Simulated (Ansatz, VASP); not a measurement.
# One calculation of Ca2GeF6, two programs

```
Ca Ge F
1.0
     0.00000    4.00168    4.00168
     4.00168    0.00000    4.00168
     4.00168    4.00168    0.00000
Ca Ge F
2 1 6
Direct
  0.25000 0.25000 0.25000
  0.75000 0.75000 0.75000
  0.00000 0.00000 0.00000
  0.73705 0.26295 0.26295
  0.26295 0.73705 0.26295
  0.26295 0.73705 0.73705
  0.73705 0.26295 0.73705
  0.26295 0.26295 0.73705
  0.73705 0.73705 0.26295
```

Change from the starting cell: species swapped into the Cs2WBr6 type (Fm-3m, No. 225).

Alike in both runs: functional PBE; k mesh 4 × 4 × 4; occupations gaussian, width 0.1 eV; no spin polarisation.

Ansatz relaxed the structure, and its values are those at the end. VASP's run is a single point on that final structure, the one shown.

|  | VASP | Ansatz |
| --- | --- | --- |
| version | VASP 6.6.1 | Ansatz 0.2.0 |
| potentials or method | VASP PAW PBE potentials, release 64 (Ca_sv, Ge_d, F) | scalar-relativistic, plane waves, PAW |
| plane-wave cutoff (eV) | 520 | 420 |
| valence electrons in the cell | 76 | 76 |

Ansatz gave:

| Property | Result |
| --- | --- |
| gap on the k mesh at the Fermi level (eV) | 1.86 |
| least direct gap on the mesh (eV) | 2.51 |
| pressure (GPa) | 0.0 |
| rms of the force components (eV/Å) | 0.000 |

**Question.** Which values does VASP return?

**Answer.** gap on the k mesh at the Fermi level (eV): 1.87; least direct gap on the mesh (eV): 2.51; pressure (GPa): -0.1; rms of the force components (eV/Å): 0.012.

A k mesh can miss the band edges.
